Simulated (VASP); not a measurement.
Input:

```xyz
3
Lattice="2.3076 -3.9969 0.0000 2.3076 3.9969 0.0000 0.0000 0.0000 5.9031" Properties=species:S:1:pos:R:3 pbc="T T T"
Te     0.5877     1.0180     3.9354
Te     3.4398     0.0000     0.0000
Te     0.5877    -1.0180     1.9677
```

Computed with r2SCAN meta-GGA, VASP's PBE PAW potentials (set 64) (plane waves; VASP). Numerical set-up: 520 eV cut-off, 6×6×4 Γ-centred mesh, Gaussian smearing of 0.050 eV, potentials Te.

Unless said otherwise, spin-orbit coupling is left out, though it shifts the bands of the heavy elements here.

### Question
What does the run give for the energy per atom (σ→0), band gap (on the k-mesh) with the smallest direct gap where there is one?

### Answer

| Property | Result |
|---|---|
| band gap (on the k-mesh) | 0.55 eV |
| smallest direct gap (on the k-mesh) | 0.55 eV |
| energy per atom (σ→0) | -25.415 eV/atom |

The compound is Te in the trig structure. It was relaxed first, which changed the volume by +7 %. The start is the result of an earlier pass.
